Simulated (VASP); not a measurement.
Input:

```
CrPd
1.0
    0.00000     2.92174     2.92174
    2.92174     0.00000     2.92174
    2.92174     2.92174     0.00000
Cr Pd
2 2
Direct
  0.75000   0.75000   0.75000
  0.50000   0.50000   0.50000
  0.00000   0.00000   0.00000
  0.25000   0.25000   0.25000
```
Starting moments (μB, in the order of the record's atoms Cr Cr Pd Pd): 3.0 3.0 0.0 0.0.

All values below come from PBE GGA, VASP's PBE PAW potentials (set 64) (plane waves; VASP). Settings: 300 eV cut-off, 6×6×6 Γ-centred mesh, Fermi-Dirac smearing of 0.10 eV, potentials Cr_pv Pd.

At this cut-off the stress carries a Pulay error, which pulls relaxed volumes low. Energy and stress use the plane-wave basis of the starting cell. The moments were started parallel, and other spin orders were not tried in this run.

The ions, cell shape and volume are relaxed. Predict the relaxed structure.

```
CrPd
1.0
    0.00000     2.99888     2.99888
    2.99888     0.00000     2.99888
    2.99888     2.99888     0.00000
Cr Pd
2 2
Direct
  0.75000   0.75000   0.75000
  0.50000   0.50000   0.50000
  0.00000   0.00000   0.00000
  0.25000   0.25000   0.25000
```
Space group Fd-3m (227), at a tolerance of 0.03 Å. The cell ends with 0.00 μB, on the sites 0.00 0.00 0.00 0.00 μB.

How do energy and volume change from the first to the last step?

The energy (σ→0) changes by -61.8 meV/atom and the volume by +8.1 %, in 16 ionic steps.

```json
[
 {"step": "1", "E(σ→0) (eV)": "-28.0051", "max force (eV/Å)": "0.000", "pressure (GPa)": "21.72", "volume (Å³)": "49.88"},
 {"step": "2", "E(σ→0) (eV)": "-27.2893", "max force (eV/Å)": "0.000", "pressure (GPa)": "-29.93", "volume (Å³)": "63.11"},
 {"step": "3", "E(σ→0) (eV)": "-28.2504", "max force (eV/Å)": "0.000", "pressure (GPa)": "-1.09", "volume (Å³)": "54.23"},
 {"step": "4", "E(σ→0) (eV)": "-28.2520", "max force (eV/Å)": "0.000", "pressure (GPa)": "-0.15", "volume (Å³)": "54.00"},
 {"step": "5", "E(σ→0) (eV)": "-28.2522", "max force (eV/Å)": "0.000", "pressure (GPa)": "0.22", "volume (Å³)": "53.91"},
 {"step": "6", "E(σ→0) (eV)": "-28.2522", "max force (eV/Å)": "0.000", "pressure (GPa)": "0.18", "volume (Å³)": "53.91"},
 {"step": "7", "E(σ→0) (eV)": "-28.2522", "max force (eV/Å)": "0.000", "pressure (GPa)": "0.18", "volume (Å³)": "53.92"},
 {"step": "8", "E(σ→0) (eV)": "-28.2522", "max force (eV/Å)": "0.000", "pressure (GPa)": "0.21", "volume (Å³)": "53.92"},
 {"step": "9", "E(σ→0) (eV)": "-28.2522", "max force (eV/Å)": "0.000", "pressure (GPa)": "0.20", "volume (Å³)": "53.92"},
 {"step": "10", "E(σ→0) (eV)": "-28.2522", "max force (eV/Å)": "0.000", "pressure (GPa)": "0.19", "volume (Å³)": "53.92"},
 {"step": "11", "E(σ→0) (eV)": "-28.2522", "max force (eV/Å)": "0.000", "pressure (GPa)": "0.18", "volume (Å³)": "53.92"},
 {"step": "12", "E(σ→0) (eV)": "-28.2522", "max force (eV/Å)": "0.000", "pressure (GPa)": "0.17", "volume (Å³)": "53.92"},
 {"step": "13", "E(σ→0) (eV)": "-28.2522", "max force (eV/Å)": "0.000", "pressure (GPa)": "0.13", "volume (Å³)": "53.92"},
 {"step": "14", "E(σ→0) (eV)": "-28.2522", "max force (eV/Å)": "0.000", "pressure (GPa)": "0.16", "volume (Å³)": "53.92"},
 {"step": "15", "E(σ→0) (eV)": "-28.2522", "max force (eV/Å)": "0.000", "pressure (GPa)": "0.15", "volume (Å³)": "53.93"},
 {"step": "16", "E(σ→0) (eV)": "-28.2522", "max force (eV/Å)": "0.000", "pressure (GPa)": "0.11", "volume (Å³)": "53.94"}
]
```

The structure was generated: CrPd was put into an ordered model structure, which need not be its known phase. This run relaxes it. Symmetry was kept, so distortions that lower it aren't found. The k-mesh is coarse (spacing up to 0.30 per Å, 2π included), so the numbers may not be converged in it. The run is one of a series of settings (EDIFFG = -0.01, IBRION = 2, ISIF = 3, NSW = 50 against the base run), some of them coarse on purpose.
